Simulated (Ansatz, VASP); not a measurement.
# Ta12Al14O51 (aluminium tantalate glass 54Al2O3-46Ta2O5) in two plane-wave programs

One calculation is typed for both programs; each brings its own data sets. How far apart do they land? Of the first pair: The structure shown is the start of the Ansatz relaxation below; VASP solves that cell, so the two are compared at the walk's first step.

Main program and level: Ansatz 0.2.0; plane waves, with VASP 6.6.1 beside it; single point at PBE.

### Step 1. The starting structure

The cell holds 77 atoms: 14 Al, 12 Ta and 51 O. Its edges and angles: a = 9.760 Å, b = 9.760 Å, c = 9.760 Å, α = 90.0°, β = 90.0°, γ = 90.0°. As first built, before any earlier steps moved the atoms (in the runner's words): 77 atoms (14 Al, 12 Ta, 51 O) placed at random at 6.01 g/cm^3 and pushed apart to contact distance.

### Step 2. Ansatz: relaxation, PBE

Ansatz runs on its default PAW (the set named soft_2) files.

The two programs are compared at the cell with which this relaxation starts, whose forces are those of its first step.

File input.yaml:

```yaml
crystal:
  lattice:
    - [9.7601, 0.0, 0.0]
    - [0.0, 9.7601, 0.0]
    - [0.0, 0.0, 9.7601]
  atoms:
    - { symbol: Al, position: [0.2346, 0.20618, 0.93955] }
    - { symbol: Al, position: [0.50093, 0.12574, 0.55414] }
    - { symbol: Al, position: [0.45808, 0.93219, 0.96196] }
    - { symbol: Al, position: [0.3722, 0.56633, 0.49372] }
    - { symbol: Al, position: [0.44444, 0.46979, 0.84737] }
    - { symbol: Al, position: [0.19302, 0.30577, 0.60794] }
    - { symbol: Al, position: [0.51867, 0.18509, 0.86552] }
    - { symbol: Al, position: [0.15877, 0.43658, 0.29812] }
    - { symbol: Al, position: [0.96084, 0.69527, 0.2835] }
    - { symbol: Al, position: [0.75645, 0.98623, 0.73555] }
    - { symbol: Al, position: [0.29494, 0.03298, 0.71621] }
    - { symbol: Al, position: [0.02608, 0.06657, 0.67626] }
    - { symbol: Al, position: [0.51925, 0.80778, 0.65417] }
    - { symbol: Al, position: [0.17464, 0.84185, 0.49948] }
    - { symbol: Ta, position: [0.85458, 0.74032, 0.55371] }
    - { symbol: Ta, position: [0.64796, 0.09272, 0.21197] }
    - { symbol: Ta, position: [0.7389, 0.36882, 0.6513] }
    - { symbol: Ta, position: [0.28546, 0.64656, 0.11986] }
    - { symbol: Ta, position: [0.94864, 0.19678, 0.39022] }
    - { symbol: Ta, position: [0.50618, 0.43726, 0.21531] }
    - { symbol: Ta, position: [0.17379, 0.61042, 0.73684] }
    - { symbol: Ta, position: [0.46611, 0.84889, 0.33053] }
    - { symbol: Ta, position: [0.93331, 0.20265, 0.95246] }
    - { symbol: Ta, position: [0.73538, 0.50117, 0.94371] }
    - { symbol: Ta, position: [0.95449, 0.80859, 0.97454] }
    - { symbol: Ta, position: [0.17415, 0.98138, 0.18403] }
    - { symbol: O, position: [0.14856, 0.79717, 0.08718] }
    - { symbol: O, position: [0.12178, 0.42799, 0.72319] }
    - { symbol: O, position: [0.10203, 0.58318, 0.21235] }
    - { symbol: O, position: [0.89547, 0.79805, 0.15061] }
    - { symbol: O, position: [0.879, 0.32698, 0.52529] }
    - { symbol: O, position: [0.73105, 0.55489, 0.64871] }
    - { symbol: O, position: [0.60128, 0.29171, 0.54644] }
    - { symbol: O, position: [0.26252, 0.69813, 0.58223] }
    - { symbol: O, position: [0.60411, 0.35473, 0.82086] }
    - { symbol: O, position: [0.88447, 0.12674, 0.7673] }
    - { symbol: O, position: [0.37028, 0.06717, 0.87906] }
    - { symbol: O, position: [0.34607, 0.19597, 0.62402] }
    - { symbol: O, position: [0.46475, 0.82633, 0.82327] }
    - { symbol: O, position: [0.84692, 0.3591, 0.84445] }
    - { symbol: O, position: [0.158, 0.94691, 0.64328] }
    - { symbol: O, position: [0.02325, 0.78741, 0.42409] }
    - { symbol: O, position: [0.26427, 0.12417, 0.10911] }
    - { symbol: O, position: [0.41618, 0.9562, 0.60182] }
    - { symbol: O, position: [0.69631, 0.82693, 0.65007] }
    - { symbol: O, position: [0.29083, 0.58573, 0.93237] }
    - { symbol: O, position: [0.32052, 0.68635, 0.32454] }
    - { symbol: O, position: [0.52924, 0.2369, 0.22124] }
    - { symbol: O, position: [0.08388, 0.29656, 0.00865] }
    - { symbol: O, position: [0.30582, 0.4262, 0.19008] }
    - { symbol: O, position: [0.37733, 0.85987, 0.10949] }
    - { symbol: O, position: [0.38636, 0.31108, 0.92332] }
    - { symbol: O, position: [0.02486, 0.00351, 0.0106] }
    - { symbol: O, position: [0.89296, 0.95739, 0.58893] }
    - { symbol: O, position: [0.48656, 0.61483, 0.13746] }
    - { symbol: O, position: [0.57497, 0.06714, 0.02085] }
    - { symbol: O, position: [0.52542, 0.73846, 0.48032] }
    - { symbol: O, position: [0.68816, 0.44226, 0.1188] }
    - { symbol: O, position: [0.76634, 0.12919, 0.35074] }
    - { symbol: O, position: [0.57906, 0.59689, 0.90321] }
    - { symbol: O, position: [0.50947, 0.03442, 0.38863] }
    - { symbol: O, position: [0.88697, 0.6211, 0.94054] }
    - { symbol: O, position: [0.14492, 0.15166, 0.78966] }
    - { symbol: O, position: [0.60643, 0.08609, 0.72918] }
    - { symbol: O, position: [0.99318, 0.64366, 0.63318] }
    - { symbol: O, position: [0.5, 0.47678, 0.39537] }
    - { symbol: O, position: [0.81311, 0.8946, 0.88438] }
    - { symbol: O, position: [0.63647, 0.89355, 0.22494] }
    - { symbol: O, position: [0.01848, 0.32673, 0.28315] }
    - { symbol: O, position: [0.08129, 0.18483, 0.5347] }
    - { symbol: O, position: [0.10208, 0.75273, 0.84103] }
    - { symbol: O, position: [0.81137, 0.17625, 0.09962] }
    - { symbol: O, position: [0.82098, 0.64801, 0.38668] }
    - { symbol: O, position: [0.27606, 0.93391, 0.36013] }
    - { symbol: O, position: [0.39017, 0.52368, 0.6835] }
    - { symbol: O, position: [0.03372, 0.0405, 0.29507] }
    - { symbol: O, position: [0.23682, 0.4372, 0.47061] }
kpoints:
  mp_grid: { grid: [1, 1, 1] }
hamiltonian:
  xc: pbe
scf:
  occupations: { method: fixed }
output:
  forces: true
  stress: true
relax:
  f_tol: 0.04
  max_steps: 60
  cell: { stress_tol: 0.1, fix: [alpha, beta, gamma] }
```

On the command line:

```console
> ansatz run input.yaml --threads 4 --pin off --max-ram 15360MiB --backend cpu --events-out ev --progress --plain --runs-dir out
```

Numbers of over 12 decimals in the logs are rounded to 6 here.

The log of the run:

```text
The last accepted step is kept in <dir> (removed where the run ends without a failure and the disk answers)
Engine: ansatz 0.2.0, x86_64-unknown-linux-gnu
Pseudopotentials: kind: paw
Pseudopotential: Al, paw, valence charge 3, recommended cutoff 420 eV (normal), Al.paw.azcp
Pseudopotential: Ta, paw, valence charge 13, recommended cutoff 420 eV (normal), Ta.paw.azcp
Pseudopotential: O, paw, valence charge 6, recommended cutoff 420 eV (normal), O.paw.azcp
Functional definition: PBE
  parameter kappa = 0.804
  parameter beta = 0.066725
  exchange = pbe_x(kappa = kappa, mu = beta*pi^2/3)
  correlation = pbe_c(beta = beta)
Crystal: 77 atoms, lattice volume = 929.743 Å³
Basis set: ecut = 420 eV, 18037 PW (Γ), exchange–correlation on 144×144×144 points (8 copies of the dense FFT grid, shifted against one another)
Bands: 329, of which v1, the nominal top of the filled ones, is band 252 counted from 1 (251 counted from 0)
Symmetry: 1 space group operations
Space group: P1 (ITA 1), of the structure as read, at distance tolerance 9.8e-5 Å
k-points: 1
Non-local potential: Al, projectors of the file, l = 0: 2, l = 1: 2, l = 2: 1
Non-local potential: Ta, projectors of the file, l = 0: 3, l = 1: 2, l = 2: 2, l = 3: 1
Non-local potential: O, projectors of the file, l = 0: 2, l = 1: 2, l = 2: 1
PAW form: soft (Blöchl's): semilocal exchange-correlation on the pseudo side does not see the compensation charge
PAW one-centre angular grid: Al, 110 points (default); XC on 64 Gauss nodes
PAW one-centre angular grid: Ta, 590 points (default); XC on 64 Gauss nodes
PAW one-centre angular grid: O, 110 points (default); XC on 64 Gauss nodes
Initial density: superposition of atomic densities (neutral atoms: chi_scale 0, normalization atom), corrected by the library's trained network
Initial wavefunctions: pseudopotential atomic-orbital guess
Functional: x = pbe(κ = 0.804, μ = 0.219515), c = pbe(β = 0.066725)
SCF iter   1: F=—  HF=-155731.080656 eV  |F-HF|=—  |Δ(HF+E_count)|=         —  Δρ=5.25e-3  dr2=2.66e-1  ethr=1.77e-3  ⟨swp⟩=5.0  Hψ=1036  notcnv=0  defer=72
preconditioner: auto → Resta (q_TF=auto, 2.464 Å⁻¹)  ε∞=4.7  [insulator: Δε(μ)=2.603 eV  Ē_g=12.734 eV  n_scr=250 (ndim 8)  ℏωp=24.6 eV  f_vac=0.074  ε∞_Penn≈4.7]
SCF iter   2: F=—  HF=-155731.051338 eV  |F-HF|=—  |Δ(HF+E_count)|=   2.93e-2  Δρ=2.75e-3  dr2=5.89e-2  ethr=5.28e-5  ⟨swp⟩=3.0  Hψ=468  notcnv=0  defer=75
SCF iter   3: F=—  HF=-155731.049480 eV  |F-HF|=—  |Δ(HF+E_count)|=   1.86e-3  Δρ=1.26e-3  dr2=1.92e-2  ethr=1.17e-5  ⟨swp⟩=3.0  Hψ=423  notcnv=0  defer=74
automatic band count: iteration 3 solves 328 bands in place of 329: the levels show a gap, and the empty bands left out lie too high to hold charge; the band table lists the bands solved (type scf.n_extra_bands for more)
SCF iter   4: F=—  HF=-155731.048305 eV  |F-HF|=—  |Δ(HF+E_count)|=   1.17e-3  Δρ=3.83e-4  dr2=1.80e-3  ethr=3.81e-6  ⟨swp⟩=3.0  Hψ=416  notcnv=0  defer=74
SCF iter   5: F=—  HF=-155731.048400 eV  |F-HF|=—  |Δ(HF+E_count)|=   9.49e-5  Δρ=2.73e-4  dr2=6.64e-4  ethr=3.56e-7  ⟨swp⟩=2.0  Hψ=432  notcnv=0  defer=74
SCF iter   6: F=—  HF=-155731.048391 eV  |F-HF|=—  |Δ(HF+E_count)|=   9.03e-6  Δρ=8.58e-5  dr2=7.02e-5  ethr=1.32e-7  ⟨swp⟩=2.0  Hψ=421  notcnv=0  defer=73
SCF iter   7: F=—  HF=-155731.050055 eV  |F-HF|=—  |Δ(HF+E_count)|=   1.66e-3  Δρ=5.00e-5  dr2=2.28e-5  ethr=1.39e-8  ⟨swp⟩=2.0  Hψ=492  notcnv=0  defer=73
SCF iter   8: F=—  HF=-155731.050058 eV  |F-HF|=—  |Δ(HF+E_count)|=   3.12e-6  Δρ=1.49e-5  dr2=2.41e-6  ethr=4.53e-9  ⟨swp⟩=2.0  Hψ=429  notcnv=0  defer=73
SCF iter   9: F=—  HF=-155731.050060 eV  |F-HF|=—  |Δ(HF+E_count)|=   2.02e-6  Δρ=9.70e-6  dr2=8.86e-7  ethr=4.78e-10  ⟨swp⟩=2.0  Hψ=432  notcnv=0  defer=73
SCF iter  10: F=—  HF=-155731.050060 eV  |F-HF|=—  |Δ(HF+E_count)|=   1.41e-7  Δρ=3.91e-6  dr2=1.54e-7  ethr=1.76e-10  ⟨swp⟩=2.0  Hψ=429  notcnv=0  defer=73
SCF iter  11: F=-155731.050060 eV  HF=-155731.050060 eV  |F-HF|=1.36e-8  |Δ(HF+E_count)|=   8.28e-8  Δρ=1.45e-6  dr2=2.37e-8  ethr=1.98e-11  ⟨swp⟩=4.0  Hψ=915  notcnv=0
SCF 1 converged in 11 iterations: F = -155731.050060 eV  dr2 = 2.37e-8
  greatest PAW one-centre occupation: 1.000 electrons in one spin orbital (limit 2), on the Ta atom at site 18 (counted from 0), in its partial waves of l = 0
relax step   1: F+E_penalty+E_count = -155731.05005993 eV  Δ(F+E_penalty+E_count) = +0.000e0 eV  max|allowed force component| = 2.390e0 eV/Å  Δτ_max = 0.0000 Å  P = +4.230 GPa  Ω = 929.743 Å³  fix = [alpha, beta, gamma]  reactions: alpha -0.581, beta -0.914, gamma +0.425 GPa/rad  (11 SCF iters, dr2 threshold 1.00e-7 eV, accepted)
Crystal: 77 atoms, lattice volume = 954.950 Å³
Basis set: ecut = 420 eV, 18701 PW (Γ), exchange–correlation on 144×144×144 points (8 copies of the dense FFT grid, shifted against one another)
Initial density: handed on by an earlier stage of this run
[...]
atom  44  O     -0.01311587     0.00257535    -0.00550176
  atom  45  O     -0.00303095    -0.00197833    -0.00154715
  atom  46  O      0.01513729    -0.00148134     0.00265018
  atom  47  O      0.00740446     0.00329287     0.00663318
  atom  48  O     -0.00034935     0.00606752     0.00367156
  atom  49  O      0.00826932     0.00318440     0.01572238
  atom  50  O      0.00767907     0.00108936    -0.00145167
  atom  51  O      0.00134592    -0.00198403    -0.00017021
  atom  52  O      0.00336922    -0.00192681    -0.00555909
  atom  53  O     -0.00294840    -0.00774811     0.00599692
  atom  54  O      0.00855529    -0.00116862     0.01168206
  atom  55  O      0.01767018    -0.00655335    -0.00877565
  atom  56  O     -0.00198911     0.00555906    -0.01875184
  atom  57  O     -0.00849205     0.00359263    -0.01931747
  atom  58  O     -0.02445641    -0.00442547     0.01493543
  atom  59  O     -0.00001222     0.01055903    -0.00584075
  atom  60  O     -0.00184313     0.00505157    -0.00418281
  atom  61  O      0.01819792     0.00056795    -0.01506861
  atom  62  O     -0.00285626     0.00280625     0.00221227
  atom  63  O      0.00516065    -0.00279093     0.00000218
  atom  64  O      0.00002131    -0.00003374     0.00186395
  atom  65  O      0.01436317     0.01195449     0.00685511
  atom  66  O     -0.00010237     0.00078791     0.00544848
  atom  67  O      0.01243560     0.00283335     0.01005807
  atom  68  O      0.00370999     0.00744261     0.01052012
  atom  69  O      0.00756985     0.01407229    -0.00962398
  atom  70  O     -0.00463479     0.00092156     0.00399568
  atom  71  O     -0.00573121     0.01004714     0.00931198
  atom  72  O     -0.01965698    -0.01132891     0.00871479
  atom  73  O     -0.00972116    -0.00805807    -0.02801852
  atom  74  O      0.01133372    -0.00280561     0.00234103
  atom  75  O     -0.00085261    -0.00424344     0.00234281
  atom  76  O     -0.00391830     0.00455814    -0.00554997
  atom  77  O      0.00283397     0.00185134    -0.00133362
  max |Σ_I F_I| component: 8.45e-5 eV/Å
--- Stress (GPa, compression-positive) ---
        0.015361       0.579017       1.889168
        0.579005       0.029419      -0.748844
        1.889155      -0.748839       0.016863
  P = ⅓ Tr σ = 0.0205 GPa (0.205 kbar)
--- Relaxed structure (42 steps of the walk, 37 accepted, 2 SCFs on fresh bases) ---
  F+E_penalty+E_count = -155736.71757345 eV   max|allowed force component| = 3.696e-2 eV/Å   (the final SCF, on the basis selected at the relaxed cell)
  cell:  # Å, volume = 928.6125 Å³
    - [9.957126, 0, 0]
    - [0, 9.952287, 0]
    - [0, 0, 9.370821]
  atoms:
    - { symbol: Al, position: [0.259418, 0.184625, 0.949474] }
    - { symbol: Al, position: [0.497680, 0.096212, 0.543316] }
    - { symbol: Al, position: [0.480075, 0.922591, 0.976738] }
    - { symbol: Al, position: [0.382592, 0.572135, 0.485302] }
    - { symbol: Al, position: [0.396295, 0.463800, 0.833239] }
    - { symbol: Al, position: [0.214267, 0.306538, 0.595820] }
    - { symbol: Al, position: [0.551023, 0.197768, 0.838138] }
    - { symbol: Al, position: [0.178433, 0.419205, 0.273470] }
    - { symbol: Al, position: [0.973705, 0.695546, 0.284385] }
    - { symbol: Al, position: [0.762507, 0.983260, 0.730313] }
    - { symbol: Al, position: [0.291536, 0.029367, 0.711118] }
    - { symbol: Al, position: [0.029475, 0.057131, 0.671781] }
    - { symbol: Al, position: [0.521229, 0.805860, 0.665380] }
    - { symbol: Al, position: [0.196204, 0.820588, 0.490958] }
    - { symbol: Ta, position: [0.857730, 0.723728, 0.577958] }
    - { symbol: Ta, position: [0.645616, 0.108499, 0.194171] }
    - { symbol: Ta, position: [0.642275, 0.412927, 0.564938] }
    - { symbol: Ta, position: [0.266336, 0.660716, 0.132314] }
    - { symbol: Ta, position: [0.928162, 0.222584, 0.397067] }
    - { symbol: Ta, position: [0.546405, 0.475570, 0.179558] }
    - { symbol: Ta, position: [0.151896, 0.619617, 0.762007] }
    - { symbol: Ta, position: [0.454755, 0.842051, 0.305536] }
    - { symbol: Ta, position: [0.950946, 0.201395, 0.957131] }
    - { symbol: Ta, position: [0.734855, 0.503541, 0.895887] }
    - { symbol: Ta, position: [0.924310, 0.822859, 0.994076] }
    - { symbol: Ta, position: [0.159312, 0.991303, 0.193429] }
    - { symbol: O, position: [0.109165, 0.794110, 0.161481] }
    - { symbol: O, position: [0.210539, 0.431123, 0.738941] }
    - { symbol: O, position: [0.094894, 0.567841, 0.212025] }
    - { symbol: O, position: [0.859232, 0.787254, 0.174662] }
    - { symbol: O, position: [0.813779, 0.358803, 0.485487] }
    - { symbol: O, position: [0.735618, 0.568081, 0.684454] }
    - { symbol: O, position: [0.566011, 0.257377, 0.506816] }
    - { symbol: O, position: [0.261704, 0.690163, 0.615843] }
    - { symbol: O, position: [0.644442, 0.343446, 0.768085] }
    - { symbol: O, position: [0.887723, 0.126095, 0.776371] }
    - { symbol: O, position: [0.360179, 0.032367, 0.885777] }
    - { symbol: O, position: [0.337290, 0.177143, 0.602879] }
    - { symbol: O, position: [0.505479, 0.796467, 0.849455] }
    - { symbol: O, position: [0.871861, 0.375274, 0.907812] }
    - { symbol: O, position: [0.160294, 0.941864, 0.625645] }
    - { symbol: O, position: [0.032441, 0.766244, 0.447047] }
    - { symbol: O, position: [0.273127, 0.127158, 0.134164] }
    - { symbol: O, position: [0.419270, 0.941662, 0.611561] }
    - { symbol: O, position: [0.695858, 0.826811, 0.639693] }
    - { symbol: O, position: [0.285122, 0.593026, 0.930329] }
    - { symbol: O, position: [0.293007, 0.687861, 0.349993] }
    - { symbol: O, position: [0.558650, 0.277500, 0.200534] }
    - { symbol: O, position: [0.111818, 0.283862, 0.011050] }
    - { symbol: O, position: [0.326279, 0.463836, 0.172494] }
[...]
- { symbol: O, position: [0.053130, 0.212487, 0.556824] }
    - { symbol: O, position: [0.082844, 0.758715, 0.879895] }
    - { symbol: O, position: [0.818617, 0.174095, 0.099903] }
    - { symbol: O, position: [0.823425, 0.647620, 0.405363] }
    - { symbol: O, position: [0.278398, 0.931058, 0.359741] }
    - { symbol: O, position: [0.457467, 0.506104, 0.652279] }
    - { symbol: O, position: [0.038672, 0.061729, 0.322539] }
    - { symbol: O, position: [0.250555, 0.423869, 0.450788] }
```

[end of part 1 of 3]

[Lines on the potential files, build, host, timing and source positions are cut from VASP's logs without a mark.]

[Logs are printed without paths, hosts, clocks, repeated set-up lines and the standing remarks that a program may print on its own settings, such as how far it seeks lower states.]

[Hosts, paths, dates, database ids (printed as entryN), source tags and the programs' standing remarks are cut or masked in the printed files.]
